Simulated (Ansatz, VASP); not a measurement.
# Si (amorphous Si): VASP beside Ansatz

One calculation is typed for both programs; each brings its own data sets. How far apart do they land? Of the first pair: The structure shown is the start of the Ansatz relaxation below; VASP solves that cell, so the two are compared at the walk's first step.

Main program and level: Ansatz 0.2.0; plane waves, with VASP 6.6.1 beside it; single point at LDA.

## Step 1: Set-up

The cell holds 132 atoms: 132 Si. Its edges and angles: a = 13.148 Å, b = 13.439 Å, c = 13.258 Å, α = 88.2°, β = 90.2°, γ = 89.0°. As first built, before any earlier steps moved the atoms (in the runner's words): 132 atoms (132 Si) placed at random at 2.26 g/cm^3, melted at 2500 K for 20 ps at fixed volume with the modified Tersoff potential (Kumagai, Izumi, Hara and Sakai, Comput. Mater. Sci. 39, 457 (2007)). Quenched from 2500 K to 300 K at 20 K/ps and fixed volume, held 5 ps. The density is a measured one.

## Step 2: Ansatz: relaxation, LDA

Ansatz runs on its default PAW (the set named soft_2) files.

The two programs are compared at the cell with which this relaxation starts, whose forces are those of its first step.

input.yaml reads:

```yaml
crystal:
  lattice:
    - [13.14768, 0.11544, -0.01888]
    - [0.11544, 13.43648, 0.20865]
    - [-0.01888, 0.20865, 13.25665]
  atoms:
    - { symbol: Si, position: [0.09968, 0.18928, 0.36417] }
    - { symbol: Si, position: [0.10461, 0.99989, 0.78969] }
    - { symbol: Si, position: [0.17761, 0.14204, 0.14718] }
    - { symbol: Si, position: [0.22639, 0.30118, 0.13881] }
    - { symbol: Si, position: [0.64411, 0.76276, 0.15471] }
    - { symbol: Si, position: [0.6985, 0.07368, 0.08294] }
    - { symbol: Si, position: [0.79695, 0.82478, 0.18072] }
    - { symbol: Si, position: [0.72873, 0.79656, 0.76607] }
    - { symbol: Si, position: [0.913, 0.72336, 0.90423] }
    - { symbol: Si, position: [0.83424, 0.15425, 0.68358] }
    - { symbol: Si, position: [0.70609, 0.10786, 0.90805] }
    - { symbol: Si, position: [0.24298, 0.14079, 0.59511] }
    - { symbol: Si, position: [0.34869, 0.61869, 0.58444] }
    - { symbol: Si, position: [0.99135, 0.47367, 0.83169] }
    - { symbol: Si, position: [0.59765, 0.50279, 0.12766] }
    - { symbol: Si, position: [0.98147, 0.99317, 0.51209] }
    - { symbol: Si, position: [0.25665, 0.1521, 0.91031] }
    - { symbol: Si, position: [0.4427, 0.18859, 0.41582] }
    - { symbol: Si, position: [0.37332, 0.90199, 0.60573] }
    - { symbol: Si, position: [0.0363, 0.87975, 0.18164] }
    - { symbol: Si, position: [0.25984, 0.30682, 0.55744] }
    - { symbol: Si, position: [0.9216, 0.71974, 0.56145] }
    - { symbol: Si, position: [0.07353, 0.74239, 0.83119] }
    - { symbol: Si, position: [0.9638, 0.11633, 0.05242] }
    - { symbol: Si, position: [0.16968, 0.80046, 0.95898] }
    - { symbol: Si, position: [0.8429, 0.98598, 0.10925] }
    - { symbol: Si, position: [0.98219, 0.25378, 0.47783] }
    - { symbol: Si, position: [0.23315, 0.66279, 0.03313] }
    - { symbol: Si, position: [0.44821, 0.94025, 0.4589] }
    - { symbol: Si, position: [0.96066, 0.86513, 0.6206] }
[... 96 atom lines left out ...]
    - { symbol: Si, position: [0.22518, 0.53184, 0.67515] }
    - { symbol: Si, position: [0.53804, 0.86759, 0.2329] }
    - { symbol: Si, position: [0.09674, 0.39094, 0.06848] }
    - { symbol: Si, position: [0.63491, 0.01264, 0.79113] }
    - { symbol: Si, position: [0.86436, 0.12911, 0.85131] }
    - { symbol: Si, position: [0.27778, 0.37339, 0.71545] }
kpoints:
  mp_grid: { grid: [1, 1, 1] }
hamiltonian:
  xc: lda
scf:
  occupations: { method: gaussian, width: 0.05 }
output:
  forces: true
  eigenvalues: true
  stress: true
relax:
  f_tol: 0.05
  max_steps: 70
```

The run is started by

```bash
$ ansatz run input.yaml --threads 4 --pin off --max-ram 8192MiB --backend cpu --events-out ev --progress --plain --runs-dir out
```

Numbers of over 12 decimals in the logs are rounded to 6 here.

The log of the run:

```text
Warning: output.stress: scf.convergence.dr2_threshold = 1e-7 eV (the SCF's general default) is looser than the 1.08e-8 eV advised for a printed stress (1e-10 eV for each atom of the cell: 132, of which 108 are counted). What an SCF threshold leaves in a stress goes as its square root, and in the free energy as the threshold itself, and one threshold admits the most on a small cell: [figures from the program's tests c [...]
Engine: ansatz 0.2.0, aarch64-unknown-linux-gnu
Pseudopotentials: kind: paw
Pseudopotential: Si, paw, valence charge 4, recommended cutoff 420 eV (normal), Si.paw.azcp
Functional definition: SPW92
  exchange = slater_x
  correlation = pw_c
Crystal: 132 atoms, lattice volume = 2341.146 Å³
Basis set: ecut = 420 eV, 45737 PW (Γ)
Bands: 396, of which v1, the nominal top of the filled ones, is band 264 counted from 1 (263 counted from 0)
Symmetry: 1 space group operations
Space group: P1 (ITA 1), of the structure as read, at distance tolerance 1.3e-4 Å
k-points: 1
Non-local potential: Si, projectors of the file, l = 0: 2, l = 1: 2, l = 2: 2
PAW form: soft (Blöchl's): semilocal exchange-correlation on the pseudo side does not see the compensation charge
PAW frozen core: Si, regenerated for the run's functional, and the local potential with it (the file was generated under x = pbe(κ = 0.804, μ = 0.219515), c = pbe(β = 0.066725))
PAW one-centre angular grid: Si, 110 points (default); XC on 64 Gauss nodes
Initial density: superposition of atomic densities (neutral atoms: chi_scale 0, normalization atom), corrected by the library's trained network
Initial wavefunctions: pseudopotential atomic-orbital guess
Functional: x = slater, c = lda
SCF iter   1: F=—  HF=-80306.906271 eV  |F-HF|=—  |Δ(HF+E_count)|=         —  Δρ=5.11e-3  dr2=1.31e0  ethr=1.77e-3  ⟨swp⟩=6.0  Hψ=1838  notcnv=0  defer=71
preconditioner: auto → Resta (q_TF=auto, 2.129 Å⁻¹)  ε∞=5.8  [insulator: Δε(μ)=0.297 eV  Ē_g=8.074 eV  σ=0.050 eV  W_gap=1.00  n_scr=384 (ndim 8)  ℏωp=17.6 eV  f_vac=0.000  D(μ)=0.01/eV (n_scr^D=0)  ε∞_Penn≈5.8]
SCF iter   2: F=—  HF=-80306.679246 eV  |F-HF|=—  |Δ(HF+E_count)|=   2.27e-1  Δρ=2.68e-3  dr2=1.96e-1  ethr=2.49e-4  ⟨swp⟩=2.0  Hψ=460  notcnv=0  defer=99
SCF iter   3: F=—  HF=-80306.633294 eV  |F-HF|=—  |Δ(HF+E_count)|=   4.60e-2  Δρ=1.05e-3  dr2=2.48e-2  ethr=3.72e-5  ⟨swp⟩=3.0  Hψ=489  notcnv=0  defer=99
SCF iter   4: F=—  HF=-80306.625905 eV  |F-HF|=—  |Δ(HF+E_count)|=   7.39e-3  Δρ=1.41e-4  dr2=9.70e-4  ethr=4.70e-6  ⟨swp⟩=3.0  Hψ=537  notcnv=0  defer=99
iter 5 did not close the SCF: its close was put off for the readings that it lacked (scf_convergence_deferred on its scf_iter line)
SCF iter   5: F=-80306.625784 eV  HF=-80306.625806 eV  |F-HF|=2.13e-5  |Δ(HF+E_count)|=   9.96e-5  Δρ=3.36e-5  dr2=5.98e-5  ethr=1.84e-7  ⟨swp⟩=2.0  Hψ=397  notcnv=0  defer=123
SCF iter   6: F=-80306.625808 eV  HF=-80306.625809 eV  |F-HF|=1.73e-6  |Δ(HF+E_count)|=   3.53e-6  Δρ=1.00e-5  dr2=5.46e-6  ethr=1.13e-8  ⟨swp⟩=12.0  Hψ=2597  notcnv=0
SCF 1 converged in 6 iterations: F = -80306.625808 eV  dr2 = 5.46e-6
  greatest PAW one-centre occupation: 0.687 electrons in one spin orbital (limit 2), on the Si atom at site 23 (counted from 0), in its partial waves of l = 0
relax step   1: F+E_penalty+E_count = -80306.62580761 eV  Δ(F+E_penalty+E_count) = +0.000e0 eV  max|allowed force component| = 8.016e-1 eV/Å  Δτ_max = 0.0000 Å  (6 SCF iters, dr2 threshold 6.25e-5 eV, accepted)
Initial density: handed on by an earlier stage of this run
Initial wavefunctions: those handed on with the density
iter 1 solved again at ethr=1.09e-4 eV; its pass at ethr=3.10e-3 eV (dr2=5.74e-1 eV) is discarded
SCF iter   1: F=—  HF=-80307.978996 eV  |F-HF|=—  |Δ(HF+E_count)|=         —  Δρ=4.26e-3  dr2=5.76e-1  ethr=1.09e-4  ⟨swp⟩=1.0  Hψ=1295  notcnv=0  defer=119
preconditioner: auto → Resta (q_TF=auto, 2.129 Å⁻¹)  ε∞=5.8  [insulator: Δε(μ)=0.232 eV  Ē_g=8.047 eV  σ=0.050 eV  W_gap=1.00  n_scr=384 (ndim 8)  ℏωp=17.6 eV  f_vac=0.000  D(μ)=0.21/eV (n_scr^D=0)  ε∞_Penn≈5.8]
[...]
- { symbol: Si, position: [0.980868, 0.247499, 0.477991] }
    - { symbol: Si, position: [0.230725, 0.675593, 0.046928] }
    - { symbol: Si, position: [0.450968, 0.934084, 0.456873] }
    - { symbol: Si, position: [0.954878, 0.863228, 0.611694] }
    - { symbol: Si, position: [0.970736, 0.125475, 0.598108] }
    - { symbol: Si, position: [0.906347, 0.257324, 0.945301] }
    - { symbol: Si, position: [0.840782, 0.037504, 0.393535] }
    - { symbol: Si, position: [0.868366, 0.741513, 0.312924] }
    - { symbol: Si, position: [0.958042, 0.618579, 0.041953] }
    - { symbol: Si, position: [0.267520, 0.591609, 0.903950] }
    - { symbol: Si, position: [0.793892, 0.791440, 0.460424] }
    - { symbol: Si, position: [0.311254, 0.044464, 0.208894] }
    - { symbol: Si, position: [0.042919, 0.710024, 0.295953] }
    - { symbol: Si, position: [0.573171, 0.450142, 0.574184] }
    - { symbol: Si, position: [0.658315, 0.252886, 0.877575] }
    - { symbol: Si, position: [0.119246, 0.360880, 0.493125] }
    - { symbol: Si, position: [0.027870, 0.099374, 0.241600] }
    - { symbol: Si, position: [0.401666, 0.459914, 0.333935] }
    - { symbol: Si, position: [0.617599, 0.623549, 0.779980] }
    - { symbol: Si, position: [0.984556, 0.769944, 0.115056] }
    - { symbol: Si, position: [0.859171, 0.934810, 0.254869] }
    - { symbol: Si, position: [0.220063, 0.705923, 0.508538] }
    - { symbol: Si, position: [0.450232, 0.800723, 0.357610] }
    - { symbol: Si, position: [0.479891, 0.572218, 0.024164] }
[...]
- { symbol: Si, position: [0.371436, 0.459705, 0.957659] }
    - { symbol: Si, position: [0.744567, 0.475295, 0.035387] }
    - { symbol: Si, position: [0.226259, 0.538092, 0.674030] }
    - { symbol: Si, position: [0.581791, 0.867788, 0.259791] }
    - { symbol: Si, position: [0.100016, 0.385927, 0.062631] }
    - { symbol: Si, position: [0.595931, -0.011530, 0.787999] }
    - { symbol: Si, position: [0.861273, 0.121631, 0.855844] }
    - { symbol: Si, position: [0.280770, 0.379917, 0.716901] }
```

## Step 3: VASP: single point, LDA, start cell, pair 1

The same cell, functional (in two slightly different forms), mesh and smearing now go to VASP, with its own data sets.

Lines of VASP's logs that name or quote its potential files are left out, and so is its time.

INCAR reads:

```
SYSTEM = Si
PREC = Accurate
ENCUT = 400
EDIFF = 1E-06
NELM = 120
ISMEAR = 0
SIGMA = 0.05
LREAL = Auto
ALGO = Normal
GGA = PW92
NBANDS = 356
LORBIT = 11
LWAVE = .FALSE.
LCHARG = .FALSE.
ISIF = 2
LASPH = .TRUE.
GGA_COMPAT = .FALSE.
EFERMI = MIDGAP
```

POSCAR reads:

```
Si
1.0
   13.1476800000      0.1154400000     -0.0188800000
    0.1154400000     13.4364800000      0.2086500000
   -0.0188800000      0.2086500000     13.2566500000
Si
132
Direct
    0.0996773180      0.1892764282      0.3641711429
    0.1046102778      0.9998864953      0.7896903610
    0.1776117099      0.1420377468      0.1471802554
    0.2263937402      0.3011802760      0.1388082999
    0.6441112247      0.7627566109      0.1547081392
    0.6985004690      0.0736770004      0.0829406360
    0.7969466716      0.8247765049      0.1807211275
    0.7287299970      0.7965579048      0.7660726213
    0.9130026787      0.7233616717      0.9042335792
    0.8342383932      0.1542492365      0.6835789070
    0.7060936199      0.1078573791      0.9080519291
    0.2429769590      0.1407868947      0.5951135633
    0.3486936650      0.6186891027      0.5844382898
    0.9913476787      0.4736677533      0.8316871810
    0.5976467193      0.5027932094      0.1276624009
    0.9814671756      0.9931731932      0.5120904990
    0.2566481610      0.1521034972      0.9103136254
    0.4427001176      0.1885935465      0.4158221070
    0.3733213801      0.9019935479      0.6057297548
    0.0363007990      0.8797475557      0.1816391043
    0.2598409037      0.3068209903      0.5574400468
    0.9216008779      0.7197394084      0.5614484954
    0.0735332446      0.7423881568      0.8311895553
    0.9638019989      0.1163326335      0.0524207683
    0.1696801913      0.8004567068      0.9589819653
    0.8428970819      0.9859800294      0.1092500114
    0.9821903908      0.2537805456      0.4778275389
    0.2331523872      0.6627905547      0.0331313467
    0.4482100211      0.9402469325      0.4589002261
    0.9606596865      0.8651308997      0.6205962813
[... 96 atom lines left out ...]
    0.2251767112      0.5318384164      0.6751466812
    0.5380372940      0.8675929263      0.2328970652
    0.0967366841      0.3909389744      0.0684831365
    0.6349087748      0.0126399623      0.7911312247
    0.8643630012      0.1291106532      0.8513070976
    0.2777831103      0.3733905461      0.7154474628
```

KPOINTS reads:

```
Automatic mesh
0
Gamma
1 1 1
0 0 0
```

Potentials, in the order of the species: Si (LDA family, release 64).

The run is started by

```bash
$ export OMP_NUM_THREADS=3
$ mpirun -np 1 vasp_gam
```

The log of the run:

```text
[banner, memory and clock lines left out]
running    1 mpi-ranks, on    1 nodes
[...]
Offloading initialized ...    1 GPUs detected
[...]
|                                                                             |
|               ----> ADVICE to this user running VASP <----                  |
|                                                                             |
|     You enforced a specific xc type in the INCAR file but a different       |
|     [... a line on the potential file left out ...]
|     I HOPE YOU KNOW WHAT YOU ARE DOING!                                     |
|                                                                             |

 LDA part: xc-table for (Slater(with rela. corr.)+PW92), standard interpolation
 POSCAR, INCAR and KPOINTS ok, starting setup
[...]
entering main loop
       N       E                     dE             d eps       ncg     rms          rms(c)
DAV:   1     0.233155239149E+04    0.23316E+04   -0.20142E+05   712   0.108E+03
DAV:   2    -0.477570404629E+03   -0.28091E+04   -0.26109E+04   920   0.207E+02
DAV:   3    -0.767249411672E+03   -0.28968E+03   -0.28316E+03   880   0.608E+01
DAV:   4    -0.775975972777E+03   -0.87266E+01   -0.86356E+01   880   0.127E+01
[...]
DAV:  14    -0.751305616919E+03    0.11001E-05   -0.14953E-05   888   0.592E-03    0.274E-02
DAV:  15    -0.751305615526E+03    0.13937E-05   -0.81890E-06   824   0.370E-03    0.870E-03
DAV:  16    -0.751305615517E+03    0.87859E-08   -0.14878E-06   488   0.168E-03
   1 F= -.75130562E+03 E0= -.75130557E+03  d E =-.824227E-04
```

From OUTCAR (step 3):

```text
  FREE ENERGIE OF THE ION-ELECTRON SYSTEM (eV)
  ---------------------------------------------------
  free  energy   TOTEN  =      -751.3056155167 eV

  energy  without entropy=     -751.3055330940  energy(sigma->0) =     -751.30557431
```

The run ends at a pressure of 12.10 GPa, with forces up to 0.85 eV/Å.

## Step 4: Differences

Known differences besides the potentials themselves: the two LDA forms differ slightly; the cutoff is 420 eV in Ansatz and 400 eV in VASP (PREC = Accurate, projectors in real space); VASP's log shows a relativistic correction to its local exchange, Ansatz's none. Total energies have different zeros and are not compared.

Forces on 10 of the 132 atoms, those with the largest forces and the largest differences (eV/Å; atoms numbered as in POSCAR):

```csv
atom,"Ansatz x, y, z","VASP x, y, z"
Si11,"-0.201, -0.398, 0.405","-0.203, -0.404, 0.411"
Si47,"-0.215, -0.383, 0.568","-0.216, -0.386, 0.569"
Si51,"0.060, -0.326, 0.310","0.058, -0.333, 0.316"
Si89,"-0.279, 0.043, -0.802","-0.282, 0.039, -0.805"
Si107,"-0.165, -0.371, 0.194","-0.170, -0.376, 0.198"
Si110,"-0.526, 0.075, -0.503","-0.530, 0.073, -0.508"
Si111,"0.401, 0.082, -0.540","0.403, 0.084, -0.543"
Si112,"0.192, 0.477, -0.421","0.193, 0.481, -0.424"
Si128,"0.455, 0.485, 0.338","0.457, 0.487, 0.340"
Si130,"-0.566, -0.456, -0.145","-0.569, -0.459, -0.148"
```

The forces differ by 2.2 meV/Å r.m.s., which is 0.9 % of the r.m.s. force of 0.248 eV/Å (both taken over all components).

(Continued in part 2 of 2.)

[Lines on the potential files, build, host, timing and source positions are cut from VASP's logs without a mark.]

[Logs are printed without paths, hosts, clocks, repeated set-up lines and the standing remarks that a program may print on its own settings, such as how far it seeks lower states.]

[Hosts, paths, dates, database ids (printed as entryN), source tags and the programs' standing remarks are cut or masked in the printed files.]
